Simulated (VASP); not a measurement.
Write the native input for VASP 6.6.1 that does the following.

* Task: single point
* Functional: LDA
* Potentials or basis: VASP PAW LDA potentials, release 64 (Ca_sv, Mg)
* Cutoff: 520 eV
* k mesh: 18 × 18 × 10
* Occupations: gaussian, width 0.15 eV
* Spin: no spin polarisation
* Dipole correction: no
* Further INCAR settings: ALGO = Fast; EDIFF = 1e-06; NBANDS = 13

The structure of CaMg lies in POSCAR:

```
CaMg
1.0
    3.9513609189      0.0000000000      0.0000000000
   -1.9756804595      3.4219789353      0.0000000000
    0.0000000000      0.0000000000      4.8451495396
Ca Mg
1 1
Direct
    0.0000000000      0.0000000000      0.5000000000
    0.6666666667      0.3333333333      0.0000000000
```

The cell comes from a database or a generator and needn't be the stable form of this composition.

The input as run:

INCAR

```
SYSTEM = CaMg
ALGO = Fast
EDIFF = 1E-6
ENCUT = 520
GGA = CA
ISIF = 2
ISMEAR = 0
LASPH = .TRUE.
LCHARG = .TRUE.
LELF = .TRUE.
LREAL = .FALSE.
LVHAR = .TRUE.
LWAVE = .FALSE.
NBANDS = 13
NELM = 60
PREC = Accurate
SIGMA = 0.15
```

KPOINTS

```
k-points
0
G
  18 18 10
  0 0 0
```

Potentials or basis: VASP PAW LDA potentials, release 64 (Ca_sv, Mg).

Command:

```sh
$ cat potpaw_LDA.64/Ca_sv/POTCAR potpaw_LDA.64/Mg/POTCAR > POTCAR
$ mpirun -np 1 vasp_std > vasp.out
```

It gave:

```
Pressure               : -0.9 GPa
Band gap on the k mesh : none (metal or under the smearing width)
```

Wall time 77 s on 1 thread of AMD EPYC 9R45 96-Core Processor (Zen 5), with other jobs on the host, peak memory 0.3 GiB.
